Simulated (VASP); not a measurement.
VASP runs on Na (space group Im-3m) share one base input (PBE GGA, plane waves, VASP's PBE PAW potentials (set 64)) and change the settings named in each case.

**POSCAR**
```
Na
1
   -2.1164390000     2.1164390000     2.1164390000
    2.1164390000    -2.1164390000     2.1164390000
    2.1164390000     2.1164390000    -2.1164390000
Na
1
Direct
  0.0000000000   0.0000000000   0.0000000000
```

### KPOINTS
```
Automatic mesh
0
Gamma
9 9 9
0 0 0
```

### INCAR
```
# general
SYSTEM = Na
PREC   = Accurate
ENCUT  = 300
LREAL  = .FALSE.
LASPH  = .TRUE.

# electronic loop
EDIFF  = 1E-6
NELM   = 100
ALGO   = Normal

# smearing
ISMEAR = 1
SIGMA  = 0.2

# functional
GGA    = PE

# ions
ISIF   = 2

# output
LWAVE  = .FALSE.
LCHARG = .FALSE.
```

POTCAR, in this order: Na_pv (PBE.64 set). Program: vasp_std.

```csv
change,E(σ→0) (eV/atom),pressure (GPa)
base run,-1.3163,-0.30
EDIFF = 1E-01,-1.3164,-0.31
EDIFF = 1E-02,-1.3165,-0.24
EDIFF = 1E-03,-1.3165,-0.24
EDIFF = 1E-04,-1.3163,-0.23
EDIFF = 1E-05,-1.3163,-0.22
EDIFF = 1E-06,-1.3163,-0.30
EDIFF = 1E-08,-1.3163,-0.26
EDIFF = 1E-10,-1.3163,-0.26
EDIFF = 1E-12,-1.3163,-0.26
ENCUT = 180,-0.4512,-46.93
```
 Energies of different potentials or functionals have different zeros.

Left out are runs that ran out of time, are held back, or changed the cell or the kind of run, fixed moments of cells without a moment, rows past the twelfth, gaps on odd meshes, pressures of charged cells and columns that move by less than the noise.

The structure comes from a computed database's Na entry; how it stands against other phases isn't given here. The cell was not relaxed at this level, its lattice was scaled by up to 2.5 %.
